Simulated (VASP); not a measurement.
Level of theory: PBE GGA with D4 dispersion, VASP's PBE PAW potentials (set 64) (plane waves; VASP 6.6.1).

The input files of a VASP run:

### INCAR
```
# general
SYSTEM  = CsPbCl3
PREC    = Accurate
ENCUT   = 520
LREAL   = .FALSE.
LASPH   = .TRUE.

# electronic loop
EDIFF   = 1E-7
NELM    = 100
ALGO    = Normal
LMAXMIX = 4

# smearing
ISMEAR  = 0
SIGMA   = 0.05

# functional
GGA     = PE
IVDW    = 13

# ions
ISIF    = 2

# output
LWAVE   = .FALSE.
LCHARG  = .FALSE.
```

**KPOINTS**
```
Automatic
0
gamma
  4 4 4
0 0 0
```

File POSCAR:
```
CsPbCl3
1
    5.5573384592     0.0000000000     0.0000000000
    0.0000000000     5.5573384592     0.0000000000
    0.0000000000     0.0000000000     5.5573384592
Cs Pb Cl
1 1 3
Direct
  0.0000000000   0.0000000000   0.0000000000
  0.5000000000   0.5000000000   0.5000000000
  0.5000000000   0.0000000000   0.5000000000
  0.0000000000   0.5000000000   0.5000000000
  0.5000000000   0.5000000000   0.0000000000
```

POTCAR, in this order: Cs_sv Pb_d Cl (PBE.64 set). Program: vasp_std.

The run wrote:

File OSZICAR:
```
       N       E                     dE             d eps       ncg     rms          rms(c)
DAV:   1     0.429635459700E+03    0.42964E+03   -0.19667E+04   520   0.156E+03
DAV:   2     0.332862941070E+02   -0.39635E+03   -0.38638E+03   640   0.351E+02
DAV:   3    -0.163846386346E+02   -0.49671E+02   -0.49445E+02   638   0.133E+02
DAV:   4    -0.181860670440E+02   -0.18014E+01   -0.17986E+01   744   0.319E+01
DAV:   5    -0.182257400267E+02   -0.39673E-01   -0.39659E-01   688   0.355E+00    0.563E+00
DAV:   6    -0.174369086060E+02    0.78883E+00   -0.17406E+00   710   0.135E+01    0.372E+00
DAV:   7    -0.174029986488E+02    0.33910E-01   -0.67710E-01   778   0.517E+00    0.192E+00
DAV:   8    -0.174165325445E+02   -0.13534E-01   -0.88173E-02   794   0.268E+00    0.295E-01
DAV:   9    -0.174149967100E+02    0.15358E-02   -0.21505E-02   730   0.125E+00    0.128E-01
DAV:  10    -0.174156276819E+02   -0.63097E-03   -0.22211E-03   634   0.314E-01    0.412E-02
DAV:  11    -0.174156848561E+02   -0.57174E-04   -0.14458E-04   682   0.106E-01    0.148E-02
DAV:  12    -0.174156876791E+02   -0.28230E-05   -0.26196E-05   714   0.736E-02    0.478E-03
DAV:  13    -0.174156874943E+02    0.18476E-06   -0.22902E-06   750   0.153E-02    0.215E-03
DAV:  14    -0.174156876615E+02   -0.16723E-06   -0.43938E-07   548   0.540E-03    0.398E-04
DAV:  15    -0.174156876740E+02   -0.12476E-07   -0.32182E-08   390   0.246E-03
   1 F= -.18351037E+02 E0= -.18351037E+02  d E =-.182445E-10
```

File OUTCAR:
```
------------------------ aborting loop because EDIFF is reached ----------------------------------------
  Edisp (eV):   -0.93535
  FORCE on cell =-STRESS in cart. coord.  units (eV):
  Direction    XX          YY          ZZ          XY          YZ          ZX
  --------------------------------------------------------------------------------------
  Total       1.95411     1.95411     1.95411     0.00000    -0.00000    -0.00000
  in kB      18.24139    18.24139    18.24139     0.00000    -0.00000    -0.00000
  external pressure =       18.24 kB  Pullay stress =        0.00 kB
  volume of cell :      171.63
      direct lattice vectors                 reciprocal lattice vectors
     5.557338459  0.000000000  0.000000000     0.179942252  0.000000000  0.000000000
     0.000000000  5.557338459  0.000000000     0.000000000  0.179942252  0.000000000
     0.000000000  0.000000000  5.557338459     0.000000000  0.000000000  0.179942252
 POSITION                                       TOTAL-FORCE (eV/Angst)
 -----------------------------------------------------------------------------------
      0.00000      0.00000      0.00000         0.000000      0.000000      0.000000
      2.77867      2.77867      2.77867         0.000000      0.000000      0.000000
      2.77867      0.00000      2.77867         0.000000      0.000000      0.000000
      0.00000      2.77867      2.77867         0.000000      0.000000      0.000000
      2.77867      2.77867      0.00000         0.000000      0.000000      0.000000
 -----------------------------------------------------------------------------------
    total drift:                                0.000000     -0.000000     -0.000000
  FREE ENERGIE OF THE ION-ELECTRON SYSTEM (eV)
  ---------------------------------------------------
  free  energy   TOTEN  =       -18.3510368528 eV

  energy  without entropy=      -18.3510368528  energy(sigma->0) =      -18.35103685
```
(Selected blocks of OUTCAR.)

The compound is CsPbCl3 in the cubic perovskite structure, the ideal cubic form; the compound distorts at low or room temperature. This cell is one point of a volume scan, at 0.94 of the reference volume.
